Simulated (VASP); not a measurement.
Consider the following.

```xyz
4
Lattice="3.8383 0.0000 0.0000 0.0000 3.8383 0.0000 0.0000 0.0000 4.7371" Properties=species:S:1:pos:R:3 pbc="T T T"
Sn     1.9192     0.0000     3.5762
Sn     0.0000     1.9192     1.1609
O      1.9192     1.9192     0.0000
O      0.0000     0.0000     0.0000
```

Method: PBE GGA with D3 dispersion (Becke-Johnson damping), VASP's PBE PAW potentials (set 64) (plane waves; VASP). Numerical set-up: 520 eV cut-off, 7×7×5 Γ-centred mesh, tetrahedra with Blöchl corrections, potentials Sn_d O.

### Question
Predict the energy per atom (σ→0).

### Answer

```yaml
energy per atom (σ→0): -5.907 eV/atom
```

The absolute energy has meaning only against runs of the same code, potentials and settings.

The compound is SnO in the litharge structure. It was relaxed first.
